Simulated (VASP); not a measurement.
# Cr3Te5 (P-3m1) in VASP: reference runs, part 2 of 2

VASP 6.6.1. The steps go on from the part before.

## Step 3: Single point, PBE, collinear spin, ferromagnetic start

Contents of INCAR:

```
ALGO = Normal ; EDIFF = 1E-7
ENCUT = 520 ; GGA = PE
ISIF = 2 ; ISMEAR = -1
ISPIN = 2 ; LASPH = True
LCHARG = True ; LELF = True
LMAXMIX = 4 ; LORBIT = 11
LREAL = False ; LVHAR = True
LWAVE = False ; MAGMOM = 0 0 0 0 0 3 3 3
NBANDS = 47 ; NELM = 120
PREC = Accurate ; SIGMA = 0.05
```

Contents of KPOINTS:

```
k-points
0
Gamma
  8 8 2
```

Contents of POSCAR:

```
Cr3Te5
1.0
    3.9890758670      0.0000000000      0.0000000000
   -1.9945379335      3.4546410384      0.0000000000
    0.0000000000      0.0000000000     14.8258030000
Te Cr
5 3
Direct
    0.0000000000      0.0000000000      0.0000000000
    0.6666666667      0.3333333333      0.6074810000
    0.6666666667      0.3333333333      0.1841340000
    0.3333333333      0.6666666667      0.3925190000
    0.3333333333      0.6666666667      0.8158660000
    0.0000000000      0.0000000000      0.7177750000
    0.0000000000      0.0000000000      0.2822250000
    0.0000000000      0.0000000000      0.5000000000
```

Potentials or basis: VASP PAW PBE potentials, release 64 (Te, Cr_pv).

Started as:

```
cat potpaw_PBE.64/Te/POTCAR potpaw_PBE.64/Cr_pv/POTCAR > POTCAR
mpirun -np 1 vasp_std > vasp.out
```

OUTCAR:

```text
EDIFF = 1E-7
   ENCUT = 520
   GGA = PE
   ISIF = 2
   ISMEAR = -1
   ISPIN = 2
   LASPH = True
   LORBIT = 11
   LREAL = False
   NELM = 120
   PREC = Accurate

 ion  position               nearest neighbor table
   1  0.000  0.000  0.000-   3 3.57   5 3.57   5 3.57   3 3.57   3 3.57   5 3.57
   2  0.667  0.333  0.607-   8 2.80   8 2.80   8 2.80   6 2.82   6 2.82   6 2.82
   3  0.667  0.333  0.184-   7 2.72   7 2.72   7 2.72   1 3.57   1 3.57   1 3.57
   4  0.333  0.667  0.393-   8 2.80   8 2.80   8 2.80   7 2.82   7 2.82   7 2.82
   5  0.333  0.667  0.816-   6 2.72   6 2.72   6 2.72   1 3.57   1 3.57   1 3.57
   6  0.000  0.000  0.718-   5 2.72   5 2.72   5 2.72   2 2.82   2 2.82   2 2.82
   7  0.000  0.000  0.282-   3 2.72   3 2.72   3 2.72   4 2.82   4 2.82   4 2.82
   8  0.000  0.000  0.500-   2 2.80   4 2.80   4 2.80   2 2.80   2 2.80   4 2.80

  LATTYP: Found a hexagonal cell.
 ALAT       =     3.9890758670
 C/A-ratio  =     3.7166009107

  Lattice vectors:

 A1 = (   3.9890758670,   0.0000000000,   0.0000000000)
 A2 = (  -1.9945379335,   3.4546410384,   0.0000000000)
 A3 = (   0.0000000000,   0.0000000000,  14.8258030000)

Analysis of symmetry for initial positions (statically):
=====================================================================
 Subroutine PRICEL returns:
 Original cell was already a primitive cell.

 Routine SETGRP: Setting up the symmetry group for a
 hexagonal supercell.

 Subroutine GETGRP returns: Found 12 space group operations
 (whereof 12 operations were pure point group operations)
 out of a pool of 24 trial point group operations.

The static configuration has the point symmetry D_3d.

Analysis of symmetry for dynamics (positions and initial velocities):
=====================================================================
 Subroutine PRICEL returns:
[... 196 lines left out ...]
      5     -37.2901      1.00000
      6     -37.2866      1.00000
[... 949 lines left out ...]
     44       8.6460      0.00000
     45       9.8426      0.00000
 Fermi energy:         6.9438860442

 spin component 2

 k-point     1 :       0.0000    0.0000    0.0000
  band No.  band energies     occupation
      1     -34.0357      1.00000
      2     -34.0212      1.00000
      3     -34.0212      1.00000
      4     -34.0212      1.00000
      5     -34.0211      1.00000
      6     -34.0211      1.00000
[... 949 lines left out ...]
     44      10.2388      0.00000
     45      11.1624      0.00000
 [bands above 45 left out]

------------------------ aborting loop because EDIFF is reached ----------------------------------------

  FORCE on cell =-STRESS in cart. coord.  units (eV):
  Direction    XX          YY          ZZ          XY          YZ          ZX
  --------------------------------------------------------------------------------------
  -------------------------------------------------------------------------------------
  Total       -0.2470413     -0.2470413      0.4030701      0.0000000      0.0000000      0.0000000
  in kB       -1.9372548     -1.9372548      3.1608051      0.0000000      0.0000000      0.0000000
  external PRESSURE =      -0.2379015 kB  Pullay stress =       0.0000000 kB

 VOLUME and BASIS-vectors are now :
 -----------------------------------------------------------------------------
  energy-cutoff  :      520.00
  volume of cell :      204.31
      direct lattice vectors                 reciprocal lattice vectors
     3.989075867  0.000000000  0.000000000     0.250684628  0.144732837  0.000000000
    -1.994537933  3.454641038  0.000000000     0.000000000  0.289465675  0.000000000
     0.000000000  0.000000000 14.825803000     0.000000000  0.000000000  0.067449972

 POSITION                                       TOTAL-FORCE (eV/Angst)
 -----------------------------------------------------------------------------------
      0.00000      0.00000      0.00000         0.000000      0.000000      0.000000
      1.99454      1.15155      9.00639         0.000000     -0.000000      0.041362
      1.99454      1.15155      2.72993        -0.000000      0.000000     -0.018657
     -0.00000      2.30309      5.81941        -0.000000      0.000000     -0.041362
     -0.00000      2.30309     12.09587         0.000000      0.000000      0.018657
      0.00000      0.00000     10.64159         0.000000     -0.000000      0.041370
      0.00000      0.00000      4.18421         0.000000      0.000000     -0.041370
      0.00000      0.00000      7.41290         0.000000      0.000000      0.000000
 -----------------------------------------------------------------------------------
    total drift:                                0.000000     -0.000000      0.000000

  FREE ENERGIE OF THE ION-ELECTRON SYSTEM (eV)
  ---------------------------------------------------
  free  energy   TOTEN  =       -43.9887837716 eV

  energy  without entropy=      -43.9461228690  energy(sigma->0) =      -43.96745332

 total charge

# of ion       s       p       d       tot
------------------------------------------
    1        1.430   1.751   0.017   3.198
    2        1.349   2.044   0.053   3.446
    3        1.391   1.938   0.041   3.370
    4        1.349   2.044   0.053   3.446
    5        1.391   1.938   0.041   3.370
    6        0.259   6.192   4.141  10.593
    7        0.259   6.192   4.141  10.593
    8        0.228   6.179   4.171  10.578
--------------------------------------------------
tot          7.655  28.278  12.660  48.593

 magnetization (x)

# of ion       s       p       d       tot
------------------------------------------
    1        0.004   0.273   0.000   0.277
    2       -0.001  -0.126   0.020  -0.106
    3        0.008  -0.175   0.011  -0.156
    4       -0.001  -0.126   0.020  -0.106
    5        0.008  -0.175   0.011  -0.156
    6        0.054   0.034   3.202   3.290
    7        0.054   0.034   3.202   3.290
    8        0.044   0.032   3.376   3.453
--------------------------------------------------
tot          0.170  -0.227   9.844   9.787
```

stdout:

```text
POSCAR found type information on POSCAR TeCr
 POSCAR found :  2 types and       8 ions
 scaLAPACK will be used
 LDA part: xc-table for (Slater+PW92), standard interpolation
 POSCAR, INCAR and KPOINTS ok, starting setup
 FFT: planning ... GRIDC
 FFT: planning ... GRID_SOFT
 FFT: planning ... GRID
 WAVECAR not read
 entering main loop
```

Wall time 9.4 min (1 thread of Intel Xeon 6975P-C (Granite Rapids), shared host); peak memory 0.54 GiB.

What came out:

| Quantity | Value |
| --- | --- |
| Free energy | -43.9888 eV |
| Pressure | 0.0 GPa |
| Largest force | 0.041 eV/Å |
| Band gap on the k mesh | none (metal or under the smearing width) |
| Net moment | 10.74 μB per cell |
| Site moments | Te +0.28, -0.11, -0.16; Cr +3.29, +3.45 μB |
| Valence electrons inside the program's atomic spheres | Te 3.20, 3.45, 3.37; Cr 10.59, 10.58 |

Forces on the atoms (eV/Å):
```
Te   0.000  0.000  0.000
Te   0.000  0.000  0.041
Te   0.000  0.000 -0.019
Te   0.000  0.000 -0.041
Te   0.000  0.000  0.019
Cr   0.000  0.000  0.041
Cr   0.000  0.000 -0.041
Cr   0.000  0.000  0.000
```

Stress tensor (GPa, compression positive):
```
-0.19  0.00  0.00
 0.00 -0.19  0.00
 0.00  0.00  0.32
```

Caveat: only a ferromagnetic start was run, and an antiferromagnetic order may lie lower in energy.
